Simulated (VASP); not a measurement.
Method: PBE GGA with D4 dispersion, VASP's PBE PAW potentials (set 64) (plane waves; VASP 6.6.1).

VASP ran on this input.

File POSCAR:
```
V
2.5510160
 -0.5773503671   0.5773503671   0.5773503671
  0.5773503671  -0.5773503671   0.5773503671
  0.5773503671   0.5773503671  -0.5773503671
V
1
Cart
  0.0000000000   0.0000000000   0.0000000000
```

### INCAR
```
SYSTEM=V
PREC=Accurate; ENCUT=520; LREAL=F
LASPH=T
EDIFF=1E-7; NELM=100; ALGO=Normal
LMAXMIX=4
ISMEAR=1; SIGMA=0.1
GGA=PE; IVDW=13
ISIF=2
LWAVE=F; LCHARG=F
```

**KPOINTS**
```
Automatic mesh
0
Gamma
17 17 17
0 0 0
```

POTCAR, in this order: V_sv (PBE.64 set). Program: vasp_std.

What VASP printed:

OSZICAR:
```
       N       E                     dE             d eps       ncg     rms          rms(c)
DAV:   1     0.861928918435E+02    0.86193E+02   -0.74143E+03  3302   0.144E+03
DAV:   2    -0.883971859983E+01   -0.95033E+02   -0.92930E+02  3388   0.370E+02
DAV:   3    -0.102572069711E+02   -0.14175E+01   -0.14020E+01  3432   0.539E+01
DAV:   4    -0.102654499765E+02   -0.82430E-02   -0.82422E-02  3378   0.442E+00
DAV:   5    -0.102655522510E+02   -0.10227E-03   -0.10227E-03  3422   0.473E-01    0.197E+01
DAV:   6    -0.899462555335E+01    0.12709E+01   -0.49006E+00  3316   0.339E+01    0.241E+00
DAV:   7    -0.897428416797E+01    0.20341E-01   -0.25683E-02  3326   0.211E+00    0.112E+00
DAV:   8    -0.896666520087E+01    0.76190E-02   -0.66665E-03  3326   0.146E+00    0.867E-02
DAV:   9    -0.896667974960E+01   -0.14549E-04   -0.15812E-04  3334   0.210E-01    0.327E-02
DAV:  10    -0.896668296505E+01   -0.32155E-05   -0.97603E-06  3328   0.404E-02    0.991E-04
DAV:  11    -0.896668351591E+01   -0.55086E-06   -0.55091E-08  1810   0.378E-03    0.654E-04
DAV:  12    -0.896668380562E+01   -0.28971E-06   -0.19171E-08  1658   0.256E-03    0.313E-04
DAV:  13    -0.896668384259E+01   -0.36972E-07   -0.38168E-09  1650   0.105E-03
   1 F= -.93113549E+01 E0= -.93109980E+01  d E =-.107079E-02
```

OUTCAR:
```
------------------------ aborting loop because EDIFF is reached ----------------------------------------
  Edisp (eV):   -0.34467
  FORCE on cell =-STRESS in cart. coord.  units (eV):
  Direction    XX          YY          ZZ          XY          YZ          ZX
  --------------------------------------------------------------------------------------
  Total       0.52131     0.52131     0.52131    -0.00000     0.00000    -0.00000
  in kB      65.35598    65.35598    65.35598    -0.00000     0.00000    -0.00000
  external pressure =       65.36 kB  Pullay stress =        0.00 kB
  volume of cell :       12.78
      direct lattice vectors                 reciprocal lattice vectors
    -1.472830024  1.472830024  1.472830024     0.000000000  0.339482487  0.339482487
     1.472830024 -1.472830024  1.472830024     0.339482487  0.000000000  0.339482487
     1.472830024  1.472830024 -1.472830024     0.339482487  0.339482487  0.000000000
 POSITION                                       TOTAL-FORCE (eV/Angst)
 -----------------------------------------------------------------------------------
      0.00000      0.00000      0.00000         0.000000     -0.000000      0.000000
 -----------------------------------------------------------------------------------
    total drift:                                0.000000     -0.000000      0.000000
  FREE ENERGIE OF THE ION-ELECTRON SYSTEM (eV)
  ---------------------------------------------------
  free  energy   TOTEN  =        -9.3113549077 eV

  energy  without entropy=       -9.3102841144  energy(sigma->0) =       -9.31099798
```
(Selected blocks of OUTCAR.)

The compound is V in the bcc structure. This cell is one point of a volume scan, at 0.97 of the reference volume. The run is not spin-polarised, so no magnetic state was tried.
